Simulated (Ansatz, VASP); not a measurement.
Sb3As2 in VASP and in Ansatz

```
CELL_PARAMETERS angstrom
3.70601 2.13966 6.14755
-3.70601 2.13966 6.14755
0.00000 -4.27933 6.14755
ATOMIC_POSITIONS crystal
Sb 0.03408 0.46592 0.75000
Sb 0.75000 0.03408 0.46592
Sb 0.46592 0.75000 0.03408
Sb 0.96592 0.53408 0.25000
Sb 0.25000 0.96592 0.53408
Sb 0.53408 0.25000 0.96592
As 0.85542 0.85542 0.85542
As 0.64458 0.64458 0.64458
As 0.14458 0.14458 0.14458
As 0.35542 0.35542 0.35542
```

Alike in both runs: functional PBE; k mesh 3 × 3 × 3; occupations gaussian, width 0.1 eV; no spin polarisation.

Ansatz relaxed the structure, and its values are those at the end. VASP's run is a single point on that final structure, the one shown.

```csv
,VASP,Ansatz
version,VASP 6.6.1,Ansatz 0.2.0
potentials or method,"VASP PAW PBE potentials, release 64 (Sb, As)","scalar-relativistic, plane waves, PAW"
plane-wave cutoff (eV),520,420
valence electrons in the cell,50,150
```

VASP gave:

* gap on the k mesh at the Fermi level (eV): none
* pressure (GPa): 0.1
* rms of the force components (eV/Å): 0.004

What did Ansatz give for the same quantities?

gap on the k mesh at the Fermi level (eV): none; pressure (GPa): 0.1; rms of the force components (eV/Å): 0.001.

A gap of «none» marks a metal or a gap that the smearing closes. The two sets of potentials don't hold the same shells in valence.

The runs have no spin-orbit coupling, so splittings on Sb are missing.
